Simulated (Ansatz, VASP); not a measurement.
# NaB: VASP beside Ansatz

```xyz
2
Lattice="0.0000 2.6034 2.6839 2.6034 0.0000 2.6839 2.6034 2.6034 0.0000" Properties=species:S:1:pos:R:3 pbc="T T T"
Na    0.0000    0.0000    0.0000
B     2.6034    2.6034    2.6839
```

Change from the starting cell: strain -0.030 along x and y, +0.000 along z, atoms carried along.

Alike in both runs: task single point; functional PBE; k mesh 16 × 16 × 16; occupations gaussian, width 0.15 eV; no spin polarisation.

```csv
,VASP,Ansatz
version,VASP 6.6.1,Ansatz 0.2.0
potentials or method,"VASP PAW PBE potentials, release 64 (Na_pv, B)","scalar-relativistic, plane waves, PAW"
plane-wave cutoff (eV),520,420
valence electrons in the cell,10,12
```

VASP gave:

* gap on the k mesh at the Fermi level (eV): none
* pressure (GPa): 2.1
* largest component of the traceless stress (GPa): 1.83

Q: Which values does Ansatz return?

A: gap on the k mesh at the Fermi level (eV): none; pressure (GPa): 2.1; largest component of the traceless stress (GPa): 1.82.

A gap of «none» marks a metal or a gap that the smearing closes. The two sets of potentials don't hold the same shells in valence.
